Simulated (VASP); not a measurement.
Computed with PBE GGA, VASP's PBE PAW potentials (set 64) (plane waves; VASP 6.6.1).

VASP ran on this input.

File POSCAR:
```
Ga35CN35
1
    4.8683178927    -8.4321738171     0.0000000000
    4.8683178927     8.4321738171     0.0000000000
    0.0000000000     0.0000000000    10.5562839806
Ga N C
35 35 1
Direct
  0.2223209440   0.1110180751   0.2484399489
  0.1107349160   0.2223338718   0.9996201366
  0.2198731712   0.1109274427   0.7488295285
  0.1117414959   0.2243316338   0.5010671070
  0.2226509834   0.4444864638   0.2497269980
  0.1112983005   0.5558011595   0.0010726410
  0.2211544145   0.4449662614   0.7514994039
  0.1116531261   0.5566844170   0.5000632814
  0.2225019643   0.7780878938   0.2495254379
  0.1109698477   0.8885226358   0.9995348427
  0.2224722087   0.7783627766   0.7505487884
  0.1139528581   0.8899330486   0.5010992827
  0.5555112200   0.1108955838   0.2483772683
  0.4441396001   0.2214563654   0.9963847825
  0.5576600342   0.1108533483   0.7488276026
  0.5538948010   0.4406950389   0.2457127271
  0.4440706571   0.5559793572   0.9986476280
  0.5581726989   0.4494118276   0.7491035886
  0.4375124627   0.5515908534   0.5042822836
  0.5548565811   0.7762193145   0.2493711879
  0.4443613492   0.8885357439   0.9995580305
  0.5560504327   0.7792305188   0.7504034771
  0.4428110892   0.8898511099   0.5010698950
  0.8889203410   0.1110916307   0.2499840213
  0.7784496413   0.2223887433   0.9996508765
  0.8888540669   0.1110437597   0.7501103836
  0.7791422960   0.2244217655   0.5011464066
  0.8888068476   0.4445032709   0.2497374571
  0.7787563747   0.5560607492   0.9986973788
  0.8904142915   0.4449621617   0.7514999234
  0.7809156274   0.5519038157   0.5042421483
  0.8884358481   0.7764453715   0.2493892780
  0.7777888541   0.8888953753   0.0006459569
  0.8899299815   0.7793615857   0.7504368461
  0.7775238209   0.8883151482   0.4995724310
  0.2029305080   0.1024627654   0.4327509897
  0.1109766666   0.2225714267   0.1875500871
  0.2206957220   0.1104285882   0.9382216156
  0.1105998806   0.2234080254   0.6885945417
  0.2191508719   0.4443396566   0.4383614352
  0.1113808258   0.5557745519   0.1890082768
  0.2213894806   0.4443665678   0.9388900013
  0.1116635214   0.5566643336   0.6884595620
  0.2225885720   0.7783874102   0.4382296344
  0.1107263994   0.8880747188   0.1875014485
  0.2222515905   0.7776671160   0.9383010781
  0.1115114438   0.8892860656   0.6883778331
  0.5661905059   0.1023028502   0.4327157010
  0.4430867203   0.2192282539   0.1847234652
  0.5565559203   0.1104558220   0.9382418041
  0.4454227243   0.2242089778   0.7100463129
  0.4437168289   0.5552483284   0.1858324705
  0.5562316777   0.4456349577   0.9386731577
  0.4427860939   0.5572590090   0.6916380772
  0.5548504158   0.7761742736   0.4383128445
  0.4442087628   0.8879075400   0.1874897058
  0.5561621538   0.7785147021   0.9383300940
  0.4443677075   0.8891634599   0.6883837412
  0.8885431722   0.1105049222   0.4384698953
  0.7784668071   0.2225786102   0.1875478561
  0.8887479700   0.1107409805   0.9382052243
  0.7793849530   0.2233377878   0.6886644787
  0.8918232753   0.4443880659   0.4383570417
  0.7786543400   0.5554360065   0.1858639742
  0.8897545803   0.4444288162   0.9389216593
  0.7813338779   0.5574182019   0.6915757296
  0.8883111657   0.7764689354   0.4382955295
  0.7776775197   0.8884909241   0.1891136590
  0.8891222567   0.7785448909   0.9383659235
  0.7778555758   0.8891166474   0.6878349349
  0.5655423646   0.4643666913   0.4330722403
```

INCAR:
```
SYSTEM = Ga35CN35
PREC = Normal
ENCUT = 400
EDIFF = 1E-6
NELM = 100
ALGO = Fast
LREAL = Auto
LASPH = .TRUE.
ISMEAR = 0
SIGMA = 0.05
GGA = PE
LMAXMIX = 4
LWAVE = .TRUE.
LCHARG = .FALSE.
NELMIN = 4
ISYM = 0
ISPIN = 2
NUPDOWN = 2
MAGMOM = 71*0.0282
LORBIT = 11
LHYPERFINE = .TRUE.
```

File KPOINTS:
```
Automatic mesh
0
gamma
1 1 1
```

POTCAR, in this order: Ga N C (PBE.64 set). Program: vasp_gam. Read from the step before: WAVECAR.

Output of the run:

### OSZICAR
```
       N       E                     dE             d eps       ncg     rms          rms(c)
DAV:   1    -0.421924400091E+03   -0.42192E+03   -0.13089E-05   816   0.113E-02    0.355E-03
RMM:   2    -0.421924399607E+03    0.48408E-06   -0.34571E-06   558   0.460E-03    0.214E-03
RMM:   3    -0.421924399392E+03    0.21528E-06   -0.89341E-07   510   0.188E-03    0.102E-03
RMM:   4    -0.421924399364E+03    0.27465E-07   -0.44831E-07   419   0.111E-03
   1 F= -.42192440E+03 E0= -.42192440E+03  d E =-.319906E-11  mag=     2.0000
```

### OUTCAR
```
------------------------ aborting loop because EDIFF is reached ----------------------------------------
  FORCE on cell =-STRESS in cart. coord.  units (eV):
  Direction    XX          YY          ZZ          XY          YZ          ZX
  --------------------------------------------------------------------------------------
  Total       -6.9845308     -4.0359846    -11.0429668     -2.1925691      0.4533510      0.7913367
  in kB      -12.9118443     -7.4610601    -20.4144089     -4.0532587      0.8380802      1.4628923
  external PRESSURE =     -13.5957711 kB  Pullay stress =       0.0000000 kB
  volume of cell :      866.68
      direct lattice vectors                 reciprocal lattice vectors
     4.868317893 -8.432173817  0.000000000     0.102704879 -0.059296690  0.000000000
     4.868317893  8.432173817  0.000000000     0.102704879  0.059296690  0.000000000
     0.000000000  0.000000000 10.556283981     0.000000000  0.000000000  0.094730305
 POSITION                                       TOTAL-FORCE (eV/Angst)
 -----------------------------------------------------------------------------------
      1.62280     -0.93853      2.62260        -0.003476     -0.002973     -0.003777
      1.62148      0.94102     10.55227        -0.004628      0.005413     -0.005646
      1.61044     -0.91865      7.90486        -0.001036      0.006267     -0.000558
      1.63611      0.94938      5.28941         0.004152      0.001127      0.001620
      3.24784      1.87056      2.63619        -0.002475      0.007151     -0.003759
      3.24765      3.74813      0.01132        -0.005303     -0.005769     -0.003060
      3.24289      1.88722      7.93304         0.008050     -0.008978     -0.008002
      3.25368      3.75258      5.27881        -0.011338     -0.014095     -0.000219
      4.87119      4.68480      2.63406        -0.004296      0.000120     -0.004541
      4.86585      6.55646     10.55137        -0.005665      0.003458      0.027494
      4.87238      4.68737      7.92301         0.002982     -0.006306     -0.008862
      4.88724      6.54320      5.28975         0.010474      0.010390     -0.001807
      3.24428     -3.74908      2.62194        -0.005650     -0.000975      0.000803
      3.24033     -1.87770     10.51812        -0.001892     -0.002476     -0.003128
      3.25454     -3.76755      7.90484         0.000188      0.000972     -0.002160
      4.84198     -0.95452      2.59381         0.008118     -0.001606      0.004302
      4.86856      0.94363     10.54201         0.001860      0.005610     -0.004868
      4.90524     -0.91709      7.90775         0.001966      0.007847      0.006173
      4.81527      0.96193      5.32335         0.001367      0.006966      0.009810
      6.48010      1.86657      2.63243         0.009444      0.003758      0.012262
      6.48897      3.74536     10.55162         0.005407     -0.006246      0.003626
      6.50057      1.88189      7.92147        -0.001884      0.005154      0.003459
      6.48782      3.76952      5.28944        -0.006606      0.002804     -0.003683
      4.86838     -6.55879      2.63890        -0.000627     -0.007509      0.000215
      4.87240     -4.68880     10.55260        -0.000272     -0.005106     -0.002590
      4.86782     -6.55863      7.91838         0.002732      0.000564     -0.003090
      4.88567     -4.67750      5.29024         0.001016     -0.003213     -0.000824
      6.49098     -3.74644      2.63630         0.002955      0.000376     -0.002674
      6.49831     -1.87781     10.54253         0.003998     -0.002127      0.002152
      6.50104     -3.75613      7.93305         0.004681     -0.013021      0.000698
      6.48859     -1.93107      5.32292        -0.014140      0.009932     -0.013550
      8.10517     -0.94432      2.63262        -0.003284     -0.001522     -0.004063
      8.11395      0.93687      0.00682         0.018523      0.005516     -0.004353
      8.12664     -0.93233      7.92182         0.001911     -0.000044     -0.000270
      8.10983      0.93421      5.27363        -0.001387      0.005428      0.011840
      1.48675     -0.84716      4.56824        -0.002405     -0.006932      0.003257
      1.62382      0.94099      1.97983        -0.006662     -0.000521      0.000022
      1.61202     -0.92979      9.90413        -0.004472      0.001807      0.001167
      1.62606      0.95122      7.26900         0.000736     -0.007182      0.004415
      3.23008      1.89883      4.62747        -0.000333     -0.000672     -0.002218
      3.24792      3.74721      1.99523        -0.003378      0.002223     -0.006416
      3.24111      1.88018      9.91119         0.004055     -0.000813      0.000976
      3.25363      3.75232      7.26757        -0.000426      0.005063     -0.005818
      4.87307      4.68659      4.62608         0.000375      0.000792     -0.005747
      4.86248      6.55474      1.97932        -0.004317      0.002769     -0.000187
      4.86792      4.68336      9.90497        -0.006022      0.002309      0.004297
      4.87220      6.55833      7.26671         0.002201     -0.006108      0.003238
      3.25444     -3.91158      4.56787         0.003836      0.004476     -0.000579
      3.22436     -1.88761      1.94999         0.000194      0.003974     -0.001795
      3.24723     -3.76159      9.90435        -0.001661     -0.004907      0.000596
      3.25998     -1.86531      7.49545         0.016149      0.001582      0.002192
      4.86328      0.94045      1.96170        -0.002035     -0.002713     -0.001754
      4.87741     -0.93257      9.90890         0.006393     -0.000915      0.002260
      4.86854      0.96526      7.30113         0.003532     -0.002855      0.003771
      6.47985      1.86624      4.62695        -0.000054      0.000407     -0.001282
      6.48517      3.74135      1.97919         0.005055     -0.003237      0.002644
      6.49763      1.87492      9.90528        -0.002635     -0.004730     -0.004085
      6.49205      3.75060      7.26677         0.001801      0.008046      0.000289
      4.86368     -6.56055      4.62861        -0.008260     -0.000541     -0.003015
      4.87341     -4.68735      1.97981        -0.004576      0.003223      0.000861
      4.86583     -6.56029      9.90396        -0.006482     -0.005892      0.001042
      4.88157     -4.68869      7.26974         0.005027      0.009672     -0.000941
      6.50510     -3.77285      4.62742         0.002665      0.000207      0.001354
      6.49478     -1.88222      1.96203        -0.008803      0.002452      0.001061
      6.49523     -3.75506      9.91152         0.001932      0.000236     -0.004409
      6.51747     -1.88810      7.30047        -0.002086      0.007496      0.007364
      8.10468     -0.94307      4.62677        -0.002374     -0.004850      0.002668
      8.11144      0.93440      1.99634        -0.002008      0.000530     -0.000938
      8.11873     -0.93241      9.90566        -0.000666      0.000524     -0.008103
      8.11535      0.93817      7.26098        -0.000485     -0.007300     -0.000358
      5.01392     -0.85313      4.57163         0.000323     -0.004508      0.005206
 -----------------------------------------------------------------------------------
    total drift:                               -0.029286     -0.010575     -0.248650
  FREE ENERGIE OF THE ION-ELECTRON SYSTEM (eV)
  ---------------------------------------------------
  free  energy   TOTEN  =      -421.9243993642 eV

  energy  without entropy=     -421.9243993642  energy(sigma->0) =     -421.92439936

 total charge

# of ion       s       p       d       tot
------------------------------------------
    1        0.989   1.362   0.362   2.713
    2        0.990   1.357   0.362   2.709
    3        0.990   1.372   0.367   2.729
    4        0.996   1.378   0.367   2.740
    5        0.987   1.344   0.356   2.687
    6        0.989   1.354   0.362   2.704
    7        0.990   1.365   0.366   2.721
    8        0.995   1.374   0.371   2.739
    9        0.988   1.350   0.359   2.696
   10        0.990   1.356   0.362   2.708
   11        0.988   1.353   0.361   2.703
   12        0.996   1.365   0.362   2.723
   13        0.989   1.362   0.362   2.713
...
```
(Selected blocks of OUTCAR.)

At this cut-off the stress carries a Pulay error, which pulls relaxed volumes low.  The supercell is sampled at Γ alone, which is coarse: total energies, pressure and levels can be off, energies of defects by several tenths of an eV.

The cell is a supercell with a defect, built from GaN (wurtzite): C_N-vac_Ga.
